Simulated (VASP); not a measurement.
An input for Ansatz (written as the equivalent of a VASP run, and not itself run):

Ansatz 0.2 input:
```yaml
crystal:
  lattice:
    - [1.7802507, -3.0834845, 0.0000000]
    - [1.7802507, 3.0834845, 0.0000000]
    - [0.0000000, 0.0000000, 5.8997708]
  atoms:
    - { symbol: Zn, position: [0.6666670, 0.3333330, 0.5020365] }
    - { symbol: Zn, position: [0.3333330, 0.6666670, 0.0020365] }
    - { symbol: S, position: [0.6666670, 0.3333330, 0.8729635] }
    - { symbol: S, position: [0.3333330, 0.6666670, 0.3729635] }
kpoints:
  mp_grid: { grid: [7, 7, 4] }
hamiltonian:
  xc: pbesol
  pseudopotentials: { kind: paw }
scf:
  occupations: { method: gaussian, width: 0.05 }
  max_iter: 100
relax:
  max_steps: 40
  f_tol: 0.02
  cell: { p_target: 30 }
output: { forces: true, stress: true, eigenvalues: true }
```

Q: Write the VASP files for the same calculation (PBEsol).

A: One answer among several that fit: 
**POSCAR**
```
ZnS
1
    1.7802506627    -3.0834845094     0.0000000000
    1.7802506627     3.0834845094     0.0000000000
    0.0000000000     0.0000000000     5.8997708478
Zn S
2 2
Direct
  0.6666670000   0.3333330000   0.5020365071
  0.3333330000   0.6666670000   0.0020365071
  0.6666670000   0.3333330000   0.8729634929
  0.3333330000   0.6666670000   0.3729634929
```

### KPOINTS
```
Automatic mesh
0
Gamma
7 7 4
0 0 0
```

### INCAR
```
! general
SYSTEM   =  ZnS
PREC     =  Accurate
ENCUT    =  500
LREAL    =  .False.
LASPH    =  .True.

! electronic loop
EDIFF    =  1E-6
NELM     =  100
ALGO     =  Normal
LMAXMIX  =  4

! smearing
ISMEAR   =  0
SIGMA    =  0.05

! functional
GGA      =  PS

! ions
IBRION   =  2
NSW      =  40
ISIF     =  3
EDIFFG   =  -0.02
PSTRESS  =  300

! output
LWAVE    =  .False.
LCHARG   =  .False.
```

POTCAR, in this order: Zn S (PBE.64 set). Program: vasp_std.

Limits of the translation: each code has its own PAW files, so the cut-off isn't converted (ENCUT is set for VASP's; basis.ecutwfc is left out, and Ansatz then takes the one that its files recommend); Ansatz stops its SCF on the density residual and VASP on the energy change (EDIFF).

The compound is ZnS in the wurtzite structure, the high-temperature form. This run relaxes it under an external pressure of 30 GPa. Symmetry was kept, so distortions that lower it aren't found.
